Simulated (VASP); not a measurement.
Consider the following.

```
CELL_PARAMETERS angstrom
      1.75946    -3.04749     0.00000
      1.75946     3.04749     0.00000
      0.00000     0.00000     5.01709
ATOMIC_POSITIONS crystal
  Sn 0.00000 0.00000 0.00000
  S  0.33333 0.66667 0.29193
  S  0.66667 0.33333 0.70807
```

Calculation: PBE GGA, VASP's PBE PAW potentials (set 64) (plane waves; VASP 6.6.1). Run with 500 eV cut-off, 7×7×5 Γ-centred mesh, Gaussian smearing of 0.050 eV, potentials Sn_d S.

Without a dispersion term in the relaxation, distances and binding between the weakly bound layers, chains or molecules are unreliable, and so is what depends on them.

### Question
Predict the energy per atom (σ→0), pressure.

### Answer

| Property | Value |
|---|---|
| energy per atom (σ→0) | -4.121 eV/atom |
| pressure | 200.4 kbar |

Only differences to runs with the same potentials and settings are physical.

The compound is SnS2 in the 1T layered structure. It was relaxed first under an external pressure of 20 GPa.
